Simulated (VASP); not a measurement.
# Be2ZnO3 in VASP: further runs, part 2 of 2

VASP 6.6.1.

## Step 5: Relaxation of cell and atoms, PBE

This run uses another cell than the first one, of 11.58 Å³/atom, 1.301 times its volume.

INCAR

```
SYSTEM = Be2ZnO3
PREC = Normal
ENCUT = 520
EDIFF = 1E-4
ISMEAR = 0
SIGMA = 0.15
LREAL = .FALSE.
LASPH = .TRUE.
NELM = 60
ALGO = Fast
ISIF = 3
LWAVE = .FALSE.
LCHARG = .FALSE.
GGA = PE
IBRION = 2
NSW = 24
EDIFFG = -0.08
```

KPOINTS

```
Automatic mesh
0
G
  5 5 5
  0 0 0
```

POSCAR

```
Be2ZnO3
1.0
   -2.0071417300      2.0071417300      4.3109212900
    2.0071417300     -2.0071417300      4.3109212900
    2.0071417300      2.0071417300     -4.3109212900
Be Zn O
2 1 3
Direct
    0.1694840500      0.1694840500      0.0000000000
    0.8305159500      0.8305159500      0.0000000000
    0.5000000000      0.5000000000      0.0000000000
    0.5000000000      0.0000000000      0.5000000000
    0.0000000000      0.5000000000      0.5000000000
    0.0000000000      0.0000000000      0.0000000000
```

Potentials or basis: VASP PAW PBE potentials, release 64 (Be, Zn, O).

The run is started by

```bash
> cat potpaw_PBE.64/Be/POTCAR potpaw_PBE.64/Zn/POTCAR potpaw_PBE.64/O/POTCAR > POTCAR
> mpirun -np 1 vasp_std > vasp.out
```

OUTCAR:

```text
SYSTEM = Be2ZnO3
   PREC = Normal
   ENCUT = 520
   EDIFF = 1E-4
   ISMEAR = 0
   LREAL = .FALSE.
   LASPH = .TRUE.
   NELM = 60
   ISIF = 3
   GGA = PE
   IBRION = 2
   NSW = 24
   EDIFFG = -0.08

 ion  position               nearest neighbor table
   1  0.169  0.169  0.000-   6 1.46
   2  0.831  0.831  0.000-   6 1.46
   3  0.500  0.500  0.000-   4 2.01   5 2.01   4 2.01   5 2.01
   4  0.500  0.000  0.500-   3 2.01   3 2.01
   5  0.000  0.500  0.500-   3 2.01   3 2.01
   6  0.000  0.000  0.000-   1 1.46   2 1.46

  LATTYP: Found a body centered tetragonal cell.
 ALAT       =     4.0142834600
 C/A-ratio  =     2.1477911727

  Lattice vectors:

 A1 = (  -2.0071417300,   2.0071417300,   4.3109212900)
 A2 = (   2.0071417300,  -2.0071417300,   4.3109212900)
 A3 = (   2.0071417300,   2.0071417300,  -4.3109212900)

Analysis of symmetry for initial positions (statically):
=====================================================================
 Subroutine PRICEL returns:
 Original cell was already a primitive cell.

 Routine SETGRP: Setting up the symmetry group for a
 body centered tetragonal supercell.

 Subroutine GETGRP returns: Found 16 space group operations
 (whereof 16 operations were pure point group operations)
 out of a pool of 16 trial point group operations.

The static configuration has the point symmetry D_4h.

Analysis of symmetry for dynamics (positions and initial velocities):
=====================================================================
 Subroutine PRICEL returns:
 Original cell was already a primitive cell.

 Routine SETGRP: Setting up the symmetry group for a
 body centered tetragonal supercell.

 Subroutine GETGRP returns: Found 16 space group operations
 (whereof 16 operations were pure point group operations)
 out of a pool of 16 trial point group operations.

The dynamic configuration has the point symmetry D_4h.

 Subroutine INISYM returns: Found 16 space group operations
 (whereof 16 operations are pure point group operations),
 and found     1 'primitive' translations

----------------------------------------------------------------------------------------

                                     Primitive cell

  volume of cell :      69.4682

  direct lattice vectors                    reciprocal lattice vectors
    -2.007141730  2.007141730  4.310921290     0.000000000  0.249110460  0.115984488
     2.007141730 -2.007141730  4.310921290     0.249110460  0.000000000  0.115984488
     2.007141730  2.007141730 -4.310921290     0.249110460  0.249110460  0.000000000

  length of vectors
     5.161518984  5.161518984  5.161518984     0.274787960  0.274787960  0.352295391

  position of ions in fractional coordinates (direct lattice)
     0.169484050  0.169484050  0.000000000
     0.830515950  0.830515950  0.000000000
     0.500000000  0.500000000  0.000000000
     0.500000000  0.000000000  0.500000000
     0.000000000  0.500000000  0.500000000
     0.000000000  0.000000000  0.000000000

  ion indices of the primitive-cell ions
   primitive index   ion index
                 1           1
                 2           2
                 3           3
                 4           4
                 5           5
                 6           6

[... 31 lines left out ...]
  0.200000  0.200000  0.000000      8.000000
  0.400000  0.200000  0.000000     16.000000
 -0.400000  0.200000  0.000000     16.000000
[... 10 lines left out ...]
 -0.400000  0.400000  0.400000      4.000000
 -0.400000 -0.400000  0.400000      2.000000
   k-points           NKPTS =     18   k-points in BZ     NKDIM =     18   number of bands    NBANDS=     21
   number of dos      NEDOS =    301   number of ions     NIONS =      6
   total plane-waves  NPLWV =  27000
   dimension x,y,z NGX =    30 NGY =   30 NGZ =   30
   dimension x,y,z NGXF=    60 NGYF=   60 NGZF=   60
   ions per type =               2   1   3
   NGX,Y,Z   is equivalent  to a cutoff of   9.66,  9.66,  9.66 a.u.
   NGXF,Y,Z  is equivalent  to a cutoff of  19.33, 19.33, 19.33 a.u.
 SYSTEM =  Be2ZnO3
   PREC   = normal    normal or accurate (medium, high low for compatibility)
   ISTART =      0    job   : 0-new  1-cont  2-samecut
   ICHARG =      2    charge: 1-file 2-atom 10-const
   ISPIN  =      1    spin polarized calculation?
   LNONCOLLINEAR =      F non collinear calculations
   LSORBIT =      F    spin-orbit coupling
   LASPH  =      T    aspherical Exc in radial PAW
   ENCUT  =  520.0 eV  38.22 Ry    6.18 a.u.   9.60  9.60  9.60*2*pi/ulx,y,z
   NELM   =     60;   NELMIN=  2; NELMDL= -5     # of ELM steps
   EDIFF  = 0.1E-03   stopping-criterion for ELM
   LREAL  =      F    real-space projection
   EDIFFG = -.8E-01   stopping-criterion for IOM
   NSW    =     24    number of steps for IOM
   IBRION =      2    ionic relax: 0-MD 1-quasi-New 2-CG
   NFREE  =      1    steps in history (QN), initial steepest desc. (CG)
   ISIF   =      3    stress and relaxation
   ISYM   =      2    0-nonsym 1-usesym 2-fastsym
   POTIM  = 0.5000    time-step for ionic-motion
   TEBEG  =    0.0;   TEEND  =   0.0 temperature during run
   PSTRESS=    0.0 pullay stress
   NELECT =      34.0000    total number of electrons
   NUPDOWN=      -1.0000    fix difference up-down
   EMIN   =  10.00;   EMAX   =-10.00  energy-range for DOS
   EFERMI =   0.00;   METHOD = LEGACY
   ISMEAR =     0;   SIGMA  =   0.15  broadening in eV -4-tet -1-fermi 0-gaus
   EFERMI_NEDOS =   21; number of points for ismear=-14 and -15
   IALGO  =     68    algorithm
   IMIX   =      4    mixing-type and parameters
     AMIX     =   0.40;   BMIX     =  1.00
     AMIX_MAG =   1.60;   BMIX_MAG =  1.00
  volume/ion in A,a.u.               =      11.58        78.13
  Fermi-wavevector in a.u.,A,eV,Ry     =   1.290147  2.438024 22.646603  1.664478
  Thomas-Fermi vector in A             =   2.421996
   LORBIT       =      0    0 simple, 1 ext, 2 COOP (PROOUT), +10 PAW based schemes
   GGA     = PE    functional components
   LHFCALC =     F    Hartree Fock is set to
   AEXX    =    0.0000 exact exchange contribution
   IVDW    =     0    specifies the selected vdW correction
   LEPSILON=     F    determine dielectric tensor
   LRPA    =     F    only Hartree local field effects (RPA)
 conjugate gradient relaxation of ions
 non-spin polarized calculation
 RMM-DIIS sequential band-by-band and
 Gauss-broadening in eV      SIGMA  =   0.15
  energy-cutoff  :      520.00
  volume of cell :       69.47
 maximum number of plane-waves:      1929
   NGX = 19   NGY = 19   NGZ = 19

--------------------------------------- Ionic step        1  -------------------------------------------

 number of electron      33.9999993 magnetization

 Free energy of the ion-electron system (eV)
  ---------------------------------------------------
  ext. energy  EPLUGINS =         0.00000000
  ---------------------------------------------------
  free energy    TOTEN  =       -23.06607605 eV

  energy without entropy =      -23.01914757  energy(sigma->0) =      -23.04261181

------------------------ aborting loop because EDIFF is reached ----------------------------------------

  FORCE on cell =-STRESS in cart. coord.  units (eV):
  Direction    XX          YY          ZZ          XY          YZ          ZX
  --------------------------------------------------------------------------------------
  -------------------------------------------------------------------------------------
  Total        4.3620629      4.3620629      1.2610003      0.0000000      0.0000000     -0.0000000
  in kB      100.6042519    100.6042519     29.0830271      0.0000000      0.0000000     -0.0000000
  external PRESSURE =      76.7638436 kB  Pullay stress =       0.0000000 kB
[... 101 lines left out ...]
  FREE ENERGIE OF THE ION-ELECTRON SYSTEM (eV)
  ---------------------------------------------------
  free  energy   TOTEN  =       -23.1943797661 eV

  energy  without entropy=      -23.1407673589  energy(sigma->0) =      -23.16757356

[... ionic steps 4 to 11 ...]

--------------------------------------- Ionic step       12  -------------------------------------------

 number of electron      34.0000016 magnetization

------------------------ aborting loop because EDIFF is reached ----------------------------------------
[... 75 lines left out ...]
--------------------------------------- Ionic step       14  -------------------------------------------

 number of electron      34.0000028 magnetization

 Free energy of the ion-electron system (eV)
  ---------------------------------------------------
  ext. energy  EPLUGINS =         0.00000000
  ---------------------------------------------------
  free energy    TOTEN  =       -23.36294423 eV

  energy without entropy =      -23.29608562  energy(sigma->0) =      -23.32951493

 E-fermi :   2.1920     XC(G=0):  -9.7982

 val. band max:        2.1646605206   @ k =  -0.4000   0.2000   0.0000
 cond. band min:       2.1996782355   @ k =  -0.2000  -0.4000   0.2000
 fundamental gap:      0.0350177149
 Fermi energy:         2.1919994381

 k-point     1 :       0.0000    0.0000    0.0000
  band No.  band energies     occupation
      1     -18.2609      2.00000
      2     -14.8910      2.00000
      3     -14.5930      2.00000
      4      -5.2279      2.00000
      5      -4.5866      2.00000
      6      -4.2571      2.00000
[... 454 lines left out ...]
  FREE ENERGIE OF THE ION-ELECTRON SYSTEM (eV)
  ---------------------------------------------------
  free  energy   TOTEN  =       -23.3629442316 eV

  energy  without entropy=      -23.2960856199  energy(sigma->0) =      -23.32951493

 reached required accuracy - stopping structural energy minimisation
```

It took 92 s on 1 thread of Intel Xeon 6975P-C (Granite Rapids), shared host; peak memory 0.18 GiB.

What came out:

```yaml
Free_energy: -23.3629 eV
Relaxed_volume: 12.04 Å³/atom
Relaxed_cell: a = 4.926 Å, b = 4.926 Å, c = 4.926 Å, α = 127.92°, β = 127.92°, γ = 76.76°
Space_group_after_relaxing_to_0.05_Å: I4/mmm (No. 139)
Energy_gained_by_relaxing: 49.5 meV/atom
Ionic_steps: 14
Pressure_after_relaxing: -0.8 GPa
Largest_force_after_relaxing: 0.006 eV/Å
Band_gap_on_the_k_mesh: none (metal or under the smearing width)
```

Forces on the atoms (eV/Å):
```
Be   0.000  0.000  0.006
Be   0.000  0.000 -0.006
Zn   0.000  0.000  0.000
O    0.000  0.000  0.000
O    0.000  0.000  0.000
O    0.000  0.000  0.000
```

The path:
```csv
step,energy change (eV),largest force (eV/Å),pressure (GPa),volume (Å³)
1,0.0000,0.3570,7.68,69.47
2,-0.1235,0.7193,-2.12,75.18
3,-0.1283,0.5451,-1.16,74.19
4,-0.1800,0.1871,-0.13,74.95
5,-0.1815,0.3488,0.01,75.08
6,-0.1954,0.2509,-1.21,75.27
7,-0.2242,0.0528,-2.72,75.79
8,-0.2119,0.2306,-5.26,76.57
9,-0.2311,0.0373,-3.42,76.02
10,-0.2373,0.0606,-3.26,75.83
11,-0.2534,0.1386,-2.97,75.25
12,-0.2710,0.3230,-2.01,74.06
13,-0.2802,0.2460,-1.82,73.60
14,-0.2969,0.0056,-0.78,72.23
```

Final structure:
```
Be Zn O
1.0
    -2.16248    2.16248    3.86133
     2.16248   -2.16248    3.86133
     2.16248    2.16248   -3.86133
Be Zn O
2 1 3
Direct
  0.18439 0.18439 0.00000
  0.81561 0.81561 0.00000
  0.50000 0.50000 0.00000
  0.50000 0.00000 0.50000
  0.00000 0.50000 0.50000
  0.00000 0.00000 0.00000
```

Caveat: the k mesh is coarse (spacing up to 0.44 Å⁻¹), so the values aren't converged; the relaxation stopped at a loose force limit of 0.08 eV/Å, so its end isn't a converged minimum.

## Step 6: Overview

| k mesh | gap on the mesh (eV) | pressure (GPa) | largest force (eV/Å) |
| --- | --- | --- | --- |
| 6 × 6 × 6 | 3.18 | 0.2 | 0.07 |
| 7 × 7 × 7 | 3.07 | 0.5 | 0.04 |
| 4 × 4 × 5 | none | 0.6 | - |
| 5 × 5 × 5 | none | -0.8 | 0.01 |

Alike in all rows: task relaxation of cell and atoms; level PBE; potentials or basis VASP PAW PBE potentials, release 64 (Be, Zn, O); no spin polarisation; cell relaxed; cutoff (eV) 520; smearing gaussian 0.15 eV; the mesh is coarse, so values aren't converged.

Caveats: all runs use coarse meshes; the relaxation stopped at a loose force limit of 0.08 eV/Å, so its end isn't a converged minimum; an odd mesh through Γ misses points on the zone boundary, where band edges often lie (some runs).

Absolute energies hang on the potentials; compare differences alone.
